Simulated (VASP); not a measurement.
VASP ran on this input.

File POSCAR:
```
AgCl
1
    3.9621075083     0.0000000000     0.1765821855
    0.0000000000     3.9713357122     0.0000000000
   -0.2968005561     0.0000000000     5.5650113165
Ag Cl
2 2
Direct
  0.2408116401   0.2500000000   0.2522246664
  0.7591883599   0.7500000000   0.7477753336
  0.7436537115   0.7500000000   0.2486912052
  0.2563462885   0.2500000000   0.7513087948
```

INCAR:
```
SYSTEM = AgCl
PREC = Accurate
ENCUT = 400
EDIFF = 1E-6
NELM = 100
ALGO = Normal
LREAL = .FALSE.
LASPH = .TRUE.
ISMEAR = 0
SIGMA = 0.05
GGA = PE
LMAXMIX = 4
LWAVE = .TRUE.
LCHARG = .FALSE.
```

File KPOINTS:
```
Automatic mesh
0
Gamma
4 4 4
0 0 0
```

POTCAR, in this order: Ag Cl (PBE.64 set). Program: vasp_std.

**Question.** Write an equivalent input for Quantum ESPRESSO's pw.x.

**Answer.** One equivalent input (not run):
```
&CONTROL
  calculation = 'scf'
  pseudo_dir = './pseudo'
  outdir = './out'
  tprnfor = .true.
  tstress = .true.
/
&SYSTEM
  ibrav = 0
  nat = 4
  ntyp = 2
  ecutwfc = 82
  occupations = 'smearing'
  smearing = 'gaussian'
  degauss = 0.003675
  input_dft = 'pbe'
/
&ELECTRONS
  conv_thr = 7.3e-08
  electron_maxstep = 100
/
ATOMIC_SPECIES
  Ag 107.868 Ag.upf
  Cl 35.450 Cl.upf
CELL_PARAMETERS angstrom
     3.9621075    0.0000000    0.1765822
     0.0000000    3.9713357    0.0000000
    -0.2968006    0.0000000    5.5650113
ATOMIC_POSITIONS crystal
  Ag   0.2408116  0.2500000  0.2522247
  Ag   0.7591884  0.7500000  0.7477753
  Cl   0.7436537  0.7500000  0.2486912
  Cl   0.2563463  0.2500000  0.7513088
K_POINTS automatic
  4 4 4 0 0 0
```
What does not carry over: the potentials are each code's own (VASP's PAW set, PseudoDojo norm-conserving files in pw.x), so ENCUT and ecutwfc are chosen apart and not converted; conv_thr bounds pw.x's estimated SCF error, while EDIFF bounds the energy change between steps.

The structure comes from a computed database's AgCl entry (P2_1/m); how it stands against other phases isn't given here. It was relaxed first.
